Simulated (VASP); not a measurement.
# AlNiC (I4_1md) in VASP: further runs, part 2 of 2

VASP 6.6.1. Earlier steps stand in the parts before.

**4. Single point, PBE**

File INCAR:

```
PREC     = Accurate       # precision mode
ENCUT    = 520            # plane-wave cutoff, eV
EDIFF    = 1E-6           # SCF threshold, eV
ISMEAR   = -1             # smearing method
SIGMA    = 0.025          # smearing width, eV
LREAL    = False          # projectors in reciprocal space
LASPH    = True           # aspherical terms in the spheres
NELM     = 100            # most SCF steps
ALGO     = Fast           # electronic algorithm
ISIF     = 2              # what is computed and relaxed
LWAVE    = False          # write WAVECAR
LCHARG   = False          # write CHGCAR
GGA      = PE             # functional
NBANDS   = 26             # bands
```

File KPOINTS:

```
regular mesh
0
Gamma
  6 6 6
```

File POSCAR:

```
AlNiC
1.0
    0.0000000000      3.4022370000      0.0000000000
    3.4022370000      0.0000000000      0.0000000000
    1.7011190000      1.7011190000     -5.8555690000
Ni Al C
2 2 2
Direct
    0.5829000000      0.5829000000      0.8342000000
    0.3329000000      0.8329000000      0.3342000000
    0.1686000000      0.1686000000      0.6628000000
    0.9186000000      0.4186000000      0.1628000000
    0.0000000000      0.0000000000      0.0000000000
    0.7500000000      0.2500000000      0.5000000000
```

Potentials or basis: VASP PAW PBE potentials, release 64 (Ni, Al, C).

Run with:

```console
$ cat potpaw_PBE.64/Ni/POTCAR potpaw_PBE.64/Al/POTCAR potpaw_PBE.64/C/POTCAR > POTCAR
$ mpirun -np 1 vasp_std > vasp.out
```

OUTCAR:

```text
PREC = Accurate
   ENCUT = 520
   EDIFF = 1E-6
   ISMEAR = -1
   LREAL = False
   LASPH = True
   NELM = 100
   ISIF = 2
   GGA = PE

 ion  position               nearest neighbor table
   1  0.583  0.583  0.834-   4 2.57   4 2.57   3 2.61   3 2.61   3 2.61   3 2.61
   2  0.333  0.833  0.334-   3 2.57   3 2.57   4 2.61   4 2.61   4 2.61   4 2.61
   3  0.169  0.169  0.663-   6 1.95   6 1.95   5 1.97   2 2.57   2 2.57   1 2.61   1 2.61   1 2.61
                             1 2.61
   4  0.919  0.419  0.163-   5 1.95   5 1.95   6 1.97   1 2.57   1 2.57   2 2.61   2 2.61   2 2.61
                             2 2.61
   5  0.000  0.000  0.000-   4 1.95   4 1.95   3 1.97
   6  0.750  0.250  0.500-   3 1.95   3 1.95   4 1.97

  LATTYP: Found a body centered tetragonal cell.
 ALAT       =     3.4022370000
 C/A-ratio  =     3.4421875960

  Lattice vectors:

 A1 = (  -1.7011190000,   1.7011180000,   5.8555690000)
 A2 = (   1.7011180000,  -1.7011190000,   5.8555690000)
 A3 = (   1.7011190000,   1.7011190000,  -5.8555690000)

Analysis of symmetry for initial positions (statically):
=====================================================================
 Subroutine PRICEL returns:
 Original cell was already a primitive cell.

 Routine SETGRP: Setting up the symmetry group for a
 body centered tetragonal supercell.

 Subroutine GETGRP returns: Found  8 space group operations
 (whereof  4 operations were pure point group operations)
 out of a pool of 16 trial point group operations.

The static configuration has the point symmetry C_2v.
 The point group associated with its full space group is C_4v.

Analysis of symmetry for dynamics (positions and initial velocities):
=====================================================================
 Subroutine PRICEL returns:
 Original cell was already a primitive cell.

 Routine SETGRP: Setting up the symmetry group for a
 body centered tetragonal supercell.

[... 135 lines left out ...]
  Fermi-wavevector in a.u.,A,eV,Ry     =   1.300774  2.458106 23.021222  1.692012
  Thomas-Fermi vector in A             =   2.431951
   LORBIT       =      0    0 simple, 1 ext, 2 COOP (PROOUT), +10 PAW based schemes
   GGA     = PE    functional components
   LHFCALC =     F    Hartree Fock is set to
   AEXX    =    0.0000 exact exchange contribution
   IVDW    =     0    specifies the selected vdW correction
   LEPSILON=     F    determine dielectric tensor
   LRPA    =     F    only Hartree local field effects (RPA)
 non-spin polarized calculation
 RMM-DIIS sequential band-by-band and
  energy-cutoff  :      520.00
  volume of cell :       67.78
 maximum number of plane-waves:      1842
 NGX is ok and might be reduce to    28
   NGX = 13   NGY = 13   NGZ = 23

 number of electron      34.0000012 magnetization

 Free energy of the ion-electron system (eV)
  ---------------------------------------------------
  ext. energy  EPLUGINS =         0.00000000
  ---------------------------------------------------
  free energy    TOTEN  =       -32.78235683 eV

  energy without entropy =      -32.77487503  energy(sigma->0) =      -32.77861593

 E-fermi :   7.9612     XC(G=0): -11.6014

 val. band max:        7.9457300590   @ k =   0.1667   0.1667  -0.0000
 cond. band min:       7.9631419469   @ k =  -0.1667  -0.1667   0.1667
 fundamental gap:      0.0174118879
 Fermi energy:         7.9611835896

 k-point     1 :       0.0000    0.0000    0.0000
  band No.  band energies     occupation
      1      -5.3645      2.00000
      2      -3.1463      2.00000
      3       0.2407      2.00000
      4       4.9861      2.00000
      5       4.9861      2.00000
      6       5.0399      2.00000
[... 685 lines left out ...]
     25      15.6146      0.00000
     26      15.7379      0.00000

 [... further k-points ...]

------------------------ aborting loop because EDIFF is reached ----------------------------------------

  FORCE on cell =-STRESS in cart. coord.  units (eV):
  Direction    XX          YY          ZZ          XY          YZ          ZX
  --------------------------------------------------------------------------------------
  -------------------------------------------------------------------------------------
  Total       -0.7330158     -0.7330158     -0.9821525     -0.0000000      0.0000001      0.0000001
  in kB      -17.3270934    -17.3270934    -23.2162082     -0.0000000      0.0000020      0.0000020
  external PRESSURE =     -19.2901317 kB  Pullay stress =       0.0000000 kB

 VOLUME and BASIS-vectors are now :
 -----------------------------------------------------------------------------
  energy-cutoff  :      520.00
  volume of cell :       67.78
      direct lattice vectors                 reciprocal lattice vectors
     0.000000000  3.402237000  0.000000000     0.000000000  0.293924262  0.085388823
     3.402237000  0.000000000  0.000000000     0.293924262  0.000000000  0.085388823
     1.701119000  1.701119000 -5.855569000     0.000000000  0.000000000 -0.170777597

 POSITION                                       TOTAL-FORCE (eV/Angst)
 -----------------------------------------------------------------------------------
      3.40224      3.40224     -4.88472        -0.000000     -0.000000      0.442045
      3.40224      1.70112     -1.95693        -0.000000     -0.000000      0.442045
      1.70112      1.70112     -3.88107         0.000000      0.000000     -0.275505
      1.70112      3.40224     -0.95329         0.000000      0.000000     -0.275505
      0.00000      0.00000      0.00000         0.000000      0.000000     -0.166541
      1.70112      3.40224     -2.92778         0.000000      0.000000     -0.166541
 -----------------------------------------------------------------------------------
    total drift:                                0.000026      0.000026      0.000232

  FREE ENERGIE OF THE ION-ELECTRON SYSTEM (eV)
  ---------------------------------------------------
  free  energy   TOTEN  =       -32.7823568293 eV

  energy  without entropy=      -32.7748750268  energy(sigma->0) =      -32.77861593
```

Wall time 82 s (1 thread of Intel Xeon Platinum 8488C (Sapphire Rapids), shared host); peak memory 0.21 GiB.

What came out:

```yaml
Free_energy: -32.7824 eV
Pressure: -1.9 GPa
Largest_force: 0.442 eV/Å
Band_gap_on_the_k_mesh: none (metal or under the smearing width)
```

Forces on the atoms (eV/Å):
```
Ni   0.000  0.000  0.442
Ni   0.000  0.000  0.442
Al   0.000  0.000 -0.276
Al   0.000  0.000 -0.276
C    0.000  0.000 -0.167
C    0.000  0.000 -0.167
```

Spin polarisation is off, so any magnetic state and its effect on volume and gap are missing.
